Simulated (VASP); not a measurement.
Consider the following.

```yaml
crystal:
  lattice:
    - [3.42153, 0.00000, 0.00000]
    - [0.00000, 3.42153, 0.00000]
    - [0.00000, 0.00000, 3.42153]
  atoms:
    - { symbol: Al, position: [0.00000, 0.00000, 0.00000] }
    - { symbol: Ni, position: [0.00000, 0.50000, 0.50000], spin: 0.3 }
    - { symbol: Ni, position: [0.50000, 0.00000, 0.50000], spin: 0.3 }
    - { symbol: Ni, position: [0.50000, 0.50000, 0.00000], spin: 0.3 }
```

Calculation: PBE GGA, VASP's PBE PAW potentials (set 64) (plane waves; VASP). Run with 480 eV cut-off, 8×8×8 Γ-centred mesh, first-order Methfessel-Paxton smearing of 0.10 eV, potentials Al Ni.

Q: Predict the cell moment, energy per atom (σ→0), pressure, band gap (on the k-mesh) with the smallest direct gap where there is one.

A: 
* **band gap (on the k-mesh)**: none (metal, semimetal or under 0.01 eV)
* **cell moment**: 0.63 μB
* **energy per atom (σ→0)**: -5.362 eV/atom
* **pressure**: 298.9 kbar

Q: Give the moment on each site (PAW-sphere projection).

A: 
```json
[
 {"site": "Al1", "moment (μB)": "-0.01"},
 {"site": "Ni2", "moment (μB)": "0.22"},
 {"site": "Ni3", "moment (μB)": "0.22"},
 {"site": "Ni4", "moment (μB)": "0.22"}
]
```

Total energies compare only between runs with the same potentials, cut-off and functional.

The compound is Ni3Al in the L1_2 structure. This cell was strained or had an atom moved on purpose.
